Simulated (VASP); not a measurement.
Calculation: PBEsol GGA, VASP's PBE PAW potentials (set 64) (plane waves; VASP).

Input for VASP

### INCAR
```
# general
SYSTEM =Bi2Se3
PREC   =Accurate
ENCUT  =180
LREAL  =Auto
LASPH  =.TRUE.

# electronic loop
EDIFF  =1E-6
NELM   =100
ALGO   =Normal
LMAXMIX=4

# smearing
ISMEAR =0
SIGMA  =0.01

# functional
GGA    =PS

# ions
ISIF   =2

# output
LWAVE  =.FALSE.
LCHARG =.FALSE.
```

File KPOINTS:
```
Automatic mesh
0
Gamma
3 3 3
0 0 0
```

**POSCAR**
```
Bi2Se3
1.0
 12.2961880000   0.0000000000   0.0000000000
  0.0000000000   4.1590200000   0.0000000000
  0.0000000000   0.0000000000  11.6676730000
Bi Se
8 12
Cart
 10.4420458115   1.0397550000  11.2258182235
  1.8541421885   3.1192650000   0.4418547765
  8.0022361885   3.1192650000   5.3919817235
  4.2939518115   1.0397550000   6.2756912765
  6.3791393725   1.0397550000   1.9895716000
  5.9170486275   3.1192650000   9.6781014000
 12.0651426275   3.1192650000   7.8234081000
  0.2310453725   1.0397550000   3.8442649000
  8.7527955040   1.0397550000   3.5558400235
  3.5433924960   3.1192650000   8.1118329765
  9.6914864960   3.1192650000   9.3896765235
  2.6047015040   1.0397550000   2.2779964765
  4.6124230807   1.0397550000  11.0604872971
  7.6837649193   3.1192650000   0.6071857029
  1.5356709193   3.1192650000   5.2266507971
 10.7605170807   1.0397550000   6.4410222029
  0.6455498700   1.0397550000  10.1170392583
 11.6506381300   3.1192650000   1.5506337417
  5.5025441300   3.1192650000   4.2832027583
  6.7936438700   1.0397550000   7.3844702417
```

POTCAR, in this order: Bi_d Se (PBE.64 set). Program: vasp_std.

The run wrote:

File OUTCAR:
```
 ion  position               nearest neighbor table
   1  0.849  0.250  0.962-  17 2.73  11 2.87  11 2.87  18 3.12  18 3.12
   2  0.151  0.750  0.038-  18 2.73  12 2.87  12 2.87  17 3.12  17 3.12
   3  0.651  0.750  0.462-  19 2.73   9 2.87   9 2.87  20 3.12  20 3.12
   4  0.349  0.250  0.538-  20 2.73  10 2.87  10 2.87  19 3.12  19 3.12
   5  0.519  0.250  0.171-  14 2.82  14 2.82   9 2.84  13 3.14  19 3.22  19 3.22
   6  0.481  0.750  0.829-  13 2.82  13 2.82  10 2.84  14 3.14  20 3.22  20 3.22
   7  0.981  0.750  0.671-  16 2.82  16 2.82  11 2.84  15 3.14  17 3.22  17 3.22
   8  0.019  0.250  0.329-  15 2.82  15 2.82  12 2.84  16 3.14  18 3.22  18 3.22
   9  0.712  0.250  0.305-   5 2.84   3 2.87   3 2.87
  10  0.288  0.750  0.695-   6 2.84   4 2.87   4 2.87
  11  0.788  0.750  0.805-   7 2.84   1 2.87   1 2.87
  12  0.212  0.250  0.195-   8 2.84   2 2.87   2 2.87
  13  0.375  0.250  0.948-   6 2.82   6 2.82   5 3.14
  14  0.625  0.750  0.052-   5 2.82   5 2.82   6 3.14
  15  0.125  0.750  0.448-   8 2.82   8 2.82   7 3.14
  16  0.875  0.250  0.552-   7 2.82   7 2.82   8 3.14
  17  0.053  0.250  0.867-   1 2.73   2 3.12   2 3.12   7 3.22   7 3.22
  18  0.947  0.750  0.133-   2 2.73   1 3.12   1 3.12   8 3.22   8 3.22
  19  0.447  0.750  0.367-   3 2.73   4 3.12   4 3.12   5 3.22   5 3.22
  20  0.553  0.250  0.633-   4 2.73   3 3.12   3 3.12   6 3.22   6 3.22
  LATTYP: Found a simple orthorhombic cell.
 ALAT       =     4.1590200000
 B/A-ratio  =     2.8053899717
 C/A-ratio  =     2.9565109088
 Subroutine PRICEL returns:
 Original cell was already a primitive cell.
 Subroutine GETGRP returns: Found  8 space group operations
The static configuration has the point symmetry S_2 .
 The point group associated with its full space group is D_2h.
The dynamic configuration has the point symmetry S_2 .
 Subroutine INISYM returns: Found  8 space group operations
 Subroutine IBZKPT returns following result:
 Found      8 irreducible k-points:

 Following reciprocal coordinates:
            Coordinates               Weight
  0.000000  0.000000  0.000000      1.000000
  0.333333  0.000000  0.000000      2.000000
  0.000000  0.333333  0.000000      2.000000
  0.333333  0.333333  0.000000      4.000000
  0.000000  0.000000  0.333333      2.000000
  0.333333  0.000000  0.333333      4.000000
  0.000000  0.333333  0.333333      4.000000
  0.333333  0.333333  0.333333      8.000000
   k-points           NKPTS =      8   k-points in BZ     NKDIM =      8   number of bands    NBANDS=    115
   number of dos      NEDOS =    301   number of ions     NIONS =     20
   total plane-waves  NPLWV =  52488
   dimension x,y,z NGX =    54 NGY =   18 NGZ =   54
   dimension x,y,z NGXF=   108 NGYF=   36 NGZF=  108
   ions per type =               8  12
   PREC   = accura    normal or accurate (medium, high low for compatibility)
   ISTART =      0    job   : 0-new  1-cont  2-samecut
   ICHARG =      2    charge: 1-file 2-atom 10-const
   ISPIN  =      1    spin polarized calculation?
   LNONCOLLINEAR =      F non collinear calculations
   LSORBIT =      F    spin-orbit coupling
   INIWAV =      1    electr: 0-lowe 1-rand  2-diag
   ENCUT  =  180.0 eV  13.23 Ry    3.64 a.u.  13.45  4.55 12.76*2*pi/ulx,y,z
   NELM   =    100;   NELMIN=  2; NELMDL= -5     # of ELM steps
   EDIFF  = 0.1E-05   stopping-criterion for ELM
   LREAL  =      T    real-space projection
   NLSPLINE    = F    spline interpolate recip. space projectors
   LMAXMIX     =    4 max onsite mixed and CHGCAR
   VOSKOWN=      0    Vosko Wilk Nusair interpolation
   EDIFFG = 0.1E-04   stopping-criterion for IOM
   NSW    =      0    number of steps for IOM
   NBLOCK =      1;   KBLOCK =      1    inner block; outer block
   IBRION =     -1    ionic relax: 0-MD 1-quasi-New 2-CG
   NFREE  =      0    steps in history (QN), initial steepest desc. (CG)
   ISIF   =      2    stress and relaxation
   ISYM   =      2    0-nonsym 1-usesym 2-fastsym
   TEIN   =    0.0    initial temperature
   TEBEG  =    0.0;   TEEND  =   0.0 temperature during run
   SMASS  =  -3.00    Nose mass-parameter (am)
...
```

OSZICAR:
```
       N       E                     dE             d eps       ncg     rms          rms(c)
DAV:   1     0.118245154461E+04    0.11825E+04   -0.55208E+04  2232   0.728E+02
DAV:   2     0.121721673854E+02   -0.11703E+04   -0.11362E+04  2158   0.268E+02
DAV:   3    -0.827977088272E+02   -0.94970E+02   -0.93463E+02  2096   0.810E+01
DAV:   4    -0.854561934591E+02   -0.26585E+01   -0.26354E+01  2160   0.127E+01
DAV:   5    -0.855327226035E+02   -0.76529E-01   -0.76366E-01  2264   0.202E+00    0.115E+01
DAV:   6    -0.818233450701E+02    0.37094E+01   -0.79128E+00  2152   0.919E+00    0.699E+00
DAV:   7    -0.818661460427E+02   -0.42801E-01   -0.20230E+00  2112   0.329E+00    0.322E+00
DAV:   8    -0.818701256862E+02   -0.39796E-02   -0.12753E-01  2136   0.998E-01    0.746E-01
DAV:   9    -0.818701400768E+02   -0.14391E-04   -0.16494E-02  2096   0.385E-01    0.227E-01
DAV:  10    -0.818705386877E+02   -0.39861E-03   -0.41951E-03  2168   0.162E-01    0.110E-01
DAV:  11    -0.818707962365E+02   -0.25755E-03   -0.40591E-04  2160   0.850E-02    0.489E-02
DAV:  12    -0.818708503331E+02   -0.54097E-04   -0.13091E-04  1976   0.309E-02    0.164E-02
DAV:  13    -0.818708652474E+02   -0.14914E-04   -0.36713E-05  1872   0.156E-02    0.904E-03
DAV:  14    -0.818708667917E+02   -0.15444E-05   -0.50535E-06  1792   0.859E-03    0.502E-03
DAV:  15    -0.818708675251E+02   -0.73332E-06   -0.15392E-06  1448   0.284E-03
   1 F= -.81870868E+02 E0= -.81870868E+02  d E =-.283200E-26
```

### OUTCAR
```
------------------------ aborting loop because EDIFF is reached ----------------------------------------
  FORCE on cell =-STRESS in cart. coord.  units (eV):
  Direction    XX          YY          ZZ          XY          YZ          ZX
  --------------------------------------------------------------------------------------
  Total     -129.7893224   -128.7496802   -132.5844596      0.0000000     -0.0000000      0.0000000
  in kB     -348.5008125   -345.7092413   -356.0061110      0.0000000     -0.0000000      0.0000000
  external PRESSURE =    -350.0720549 kB  Pullay stress =       0.0000000 kB
  volume of cell :      596.69
      direct lattice vectors                 reciprocal lattice vectors
    12.296188000  0.000000000  0.000000000     0.081326017  0.000000000  0.000000000
     0.000000000  4.159020000  0.000000000     0.000000000  0.240441258  0.000000000
     0.000000000  0.000000000 11.667673000     0.000000000  0.000000000  0.085706893
 POSITION                                       TOTAL-FORCE (eV/Angst)
 -----------------------------------------------------------------------------------
     10.44205      1.03975     11.22582         0.049848      0.000000     -0.061349
      1.85414      3.11926      0.44185        -0.049848      0.000000      0.061349
      8.00224      3.11926      5.39198        -0.049848     -0.000000     -0.061349
      4.29395      1.03975      6.27569         0.049848      0.000000      0.061349
      6.37914      1.03975      1.98957         0.041211     -0.000000     -0.017946
      5.91705      3.11926      9.67810        -0.041211      0.000000      0.017946
     12.06514      3.11926      7.82341        -0.041211      0.000000     -0.017946
      0.23105      1.03975      3.84426         0.041211     -0.000000      0.017946
      8.75280      1.03975      3.55584        -0.015403      0.000000      0.124274
      3.54339      3.11926      8.11183         0.015403      0.000000     -0.124274
      9.69149      3.11926      9.38968         0.015403      0.000000      0.124274
      2.60470      1.03975      2.27800        -0.015403      0.000000     -0.124274
      4.61242      1.03975     11.06049         0.022332      0.000000     -0.001439
      7.68376      3.11926      0.60719        -0.022332      0.000000      0.001439
      1.53567      3.11926      5.22665        -0.022332      0.000000     -0.001439
     10.76052      1.03975      6.44102         0.022332      0.000000      0.001439
      0.64555      1.03975     10.11704        -0.031527      0.000000     -0.031473
     11.65064      3.11926      1.55063         0.031527      0.000000      0.031473
      5.50254      3.11926      4.28320         0.031527      0.000000     -0.031473
      6.79364      1.03975      7.38447        -0.031527      0.000000      0.031473
 -----------------------------------------------------------------------------------
    total drift:                                0.000000     -0.000000      0.000000
  FREE ENERGIE OF THE ION-ELECTRON SYSTEM (eV)
  ---------------------------------------------------
  free  energy   TOTEN  =       -81.8708675251 eV

  energy  without entropy=      -81.8708675251  energy(sigma->0) =      -81.87086753
```
(Selected blocks of OUTCAR.)

At this cut-off the stress carries a Pulay error, which pulls relaxed volumes low.

The structure comes from a computed database's Bi2Se3 entry; how it stands against other phases isn't given here. The cell was not relaxed at this level. The k-mesh is coarse (spacing up to 0.50 per Å, 2π included), so the numbers may not be converged in it. The run is one of a series of settings (ENCUT = 180, GGA = PS, KPOINTS 3×3×3 Γ-centred mesh, POTCAR Bi_d Se (PBE.64 set) against the base run), some of them coarse on purpose.
